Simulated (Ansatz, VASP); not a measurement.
**Two plane-wave programs on KAl3**

```
CELL_PARAMETERS angstrom
4.51835 0.00000 0.00000
0.00000 4.51835 0.00000
0.00000 0.00000 4.51835
ATOMIC_POSITIONS crystal
K 0.00000 0.00000 0.00000
Al 0.00000 0.50000 0.50000
Al 0.50000 0.00000 0.50000
Al 0.50000 0.50000 0.00000
```

Alike in both runs: functional PBE; k mesh 10 × 10 × 10; occupations gaussian, width 0.1 eV; no spin polarisation.

Ansatz relaxed the structure, and its values are those at the end. VASP's run is a single point on that final structure, the one shown.

|  | VASP | Ansatz |
| --- | --- | --- |
| version | VASP 6.6.1 | Ansatz 0.2.0 |
| potentials or method | VASP PAW PBE potentials, release 64 (K_sv, Al) | scalar-relativistic, plane waves, PAW |
| plane-wave cutoff (eV) | 520 | 420 |
| valence electrons in the cell | 18 | 18 |

|  | VASP | Ansatz | Ansatz less VASP |
| --- | --- | --- | --- |
| gap on the k mesh at the Fermi level (eV) | none | none | - |
| pressure (GPa) | 0.0 | 0.0 | -0.07 |

A gap of «none» marks a metal or a gap that the smearing closes. The functional is the same, so the differences come from potentials, cutoffs and numerics.
